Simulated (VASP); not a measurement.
Here is the system:

```xyz
64
Lattice="10.9371 0.0000 0.0000 0.0000 10.9371 0.0000 0.0000 0.0000 10.9371" Properties=species:S:1:pos:R:3 pbc="T T T"
Si     5.4685     0.0000     0.0000
Si     6.8357     1.3671     1.3671
Si     8.2028     2.7343     0.0000
Si     9.5699     4.1014     1.3671
Si     8.2028     0.0000     2.7343
Si     9.5699     1.3671     4.1014
Si     0.0000     0.0000     0.0000
Si     1.3671     1.3671     1.3671
Si     2.7343     2.7343     0.0000
Si     4.1014     4.1014     1.3671
Si     5.4685     5.4685     0.0000
Si     6.8357     6.8357     1.3671
Si     8.2028     8.2028     0.0000
Si     9.5699     9.5699     1.3671
Si     2.7343     0.0000     2.7343
Si     4.1014     1.3671     4.1014
Si     5.4685     2.7343     2.7343
Si     6.8404     4.1485     4.1414
Si     8.2028     5.4685     2.7343
Si     9.5699     6.8357     4.1014
Si     5.4685     0.0000     5.4685
Si     6.8357     1.3671     6.8357
Si     8.2028     2.7343     5.4685
Si     9.5699     4.1014     6.8357
Si     8.2028     0.0000     8.2028
Si     9.5699     1.3671     9.5699
Si     0.0000     5.4685     0.0000
Si     1.3671     6.8357     1.3671
Si     2.7343     8.2028     0.0000
Si     4.1014     9.5699     1.3671
Si     0.0000     2.7343     2.7343
Si     1.3671     4.1014     4.1014
Si     2.7343     5.4685     2.7343
Si     4.1121     6.8549     4.1055
Si     5.4685     8.2028     2.7343
Si     6.8357     9.5699     4.1014
Si     0.0000     0.0000     5.4685
Si     1.3671     1.3671     6.8357
Si     2.7343     2.7343     5.4685
Si     4.1136     4.1486     6.8524
Si     6.8117     6.7944     6.8532
Si     8.2028     8.2028     5.4685
Si     9.5699     9.5699     6.8357
Si     2.7343     0.0000     8.2028
Si     4.1014     1.3671     9.5699
Si     5.4685     2.7343     8.2028
Si     6.8357     4.1014     9.5699
Si     8.2028     5.4685     8.2028
Si     9.5699     6.8357     9.5699
Si     0.0000     8.2028     2.7343
Si     1.3671     9.5699     4.1014
Si     0.0000     5.4685     5.4685
Si     1.3671     6.8357     6.8357
Si     2.7343     8.2028     5.4685
Si     4.1014     9.5699     6.8357
Si     0.0000     2.7343     8.2028
Si     1.3671     4.1014     9.5699
Si     2.7343     5.4685     8.2028
Si     4.1014     6.8357     9.5699
Si     5.4685     8.2028     8.2028
Si     6.8357     9.5699     9.5699
Si     0.0000     8.2028     8.2028
Si     1.3671     9.5699     9.5699
As     5.4632     5.4408     5.5074
```

Method: PBE GGA, VASP's PBE PAW potentials (set 64) (plane waves; VASP). Run with PREC = Normal, LREAL = Auto, ISYM = 0, EDIFF = 1E-5, 400 eV cut-off, 1×1×1 Γ-centred mesh, Gaussian smearing of 0.050 eV, potentials Si As. Starting moments (MAGMOM): 64*0.0156. The cell's moment is fixed (NUPDOWN = 1).

The supercell is sampled at Γ alone, which is coarse: total energies, pressure and levels can be off, energies of defects by several tenths of an eV.

Problem. The ions are relaxed. Which structure does the run end with?

Solution. 
```xyz
64
Lattice="10.9371 0.0000 0.0000 0.0000 10.9371 0.0000 0.0000 0.0000 10.9371" Properties=species:S:1:pos:R:3 pbc="T T T"
Si     5.4684     0.0014     0.0024
Si     6.8400     1.3720     1.3744
Si     8.2029     2.7333     0.0060
Si     9.5652     4.0967     1.3738
Si     8.2027     0.0029     2.7359
Si     9.5660     1.3728     4.0967
Si    10.9370    10.9369    10.9365
Si     1.3697     1.3699     1.3696
Si     2.7358     2.7352    10.9357
Si     4.0992     4.0983     1.3704
Si     5.4677     5.4675     0.0020
Si     6.8386     6.8389     1.3669
Si     8.2025     8.2025    10.9340
Si     9.5674     9.5678     1.3697
Si     2.7360    10.9366     2.7361
Si     4.0993     1.3714     4.0988
Si     5.4633     2.7316     2.7316
Si     6.8914     4.0524     4.0529
Si     8.2108     5.4805     2.7285
Si     9.5696     6.8411     4.0994
Si     5.4683     0.0009     5.4675
Si     6.8383     1.3673     6.8386
Si     8.2110     2.7276     5.4795
Si     9.5720     4.0976     6.8399
Si     8.2020    10.9340     8.2022
Si     9.5674     1.3698     9.5672
Si    10.9361     5.4683     0.0035
Si     1.3713     6.8400     1.3732
Si     2.7337     8.2036     0.0057
Si     4.0962     9.5675     1.3730
Si    10.9353     2.7355     2.7353
Si     1.3696     4.0990     4.0983
Si     2.7293     5.4617     2.7289
Si     4.0467     6.8946     4.0473
Si     5.4798     8.2119     2.7265
Si     6.8404     9.5687     4.0997
Si    10.9354    10.9367     5.4692
Si     1.3711     1.3707     6.8402
Si     2.7278     2.7288     5.4625
Si     4.0407     4.0458     6.9015
Si     6.8904     6.8881     6.8978
Si     8.2072     8.2067     5.4635
Si     9.5639     9.5657     6.8404
Si     2.7352     0.0037     8.2026
Si     4.0966     1.3713     9.5672
Si     5.4787     2.7262     8.2132
Si     6.8397     4.0968     9.5737
Si     8.2127     5.4560     8.2142
Si     9.5672     6.8408     9.5672
Si     0.0035     8.2033     2.7355
Si     1.3718     9.5681     4.0963
Si     0.0002     5.4680     5.4673
Si     1.3654     6.8403     6.8380
Si     2.7259     8.2126     5.4785
Si     4.0987     9.5706     6.8390
Si     0.0049     2.7341     8.2031
Si     1.3699     4.0964     9.5695
Si     2.7219     5.4820     8.2163
Si     4.0975     6.8413     9.5737
Si     5.4583     8.2116     8.2133
Si     6.8407     9.5677     9.5673
Si    10.9331     8.2033     8.2020
Si     1.3698     9.5678     9.5671
As     5.4625     5.4688     5.4783
``` The cell ends with 1.00 μB, on the first 30 sites 0.01 0.00 0.00 0.00 0.00 0.00 0.00 0.00 0.00 0.00 0.00 0.00 0.00 0.00 0.00 0.00 0.00 0.02 0.00 0.00 0.00 0.00 0.00 0.00 0.00 0.00 0.01 0.00 0.00 0.00 μB.

Problem. How much energy does the relaxation gain?

Solution. The energy (σ→0) changes by -6.5 meV/atom, in 8 ionic steps.

The cell is a supercell with a defect, built from Si (diamond): As_Si.
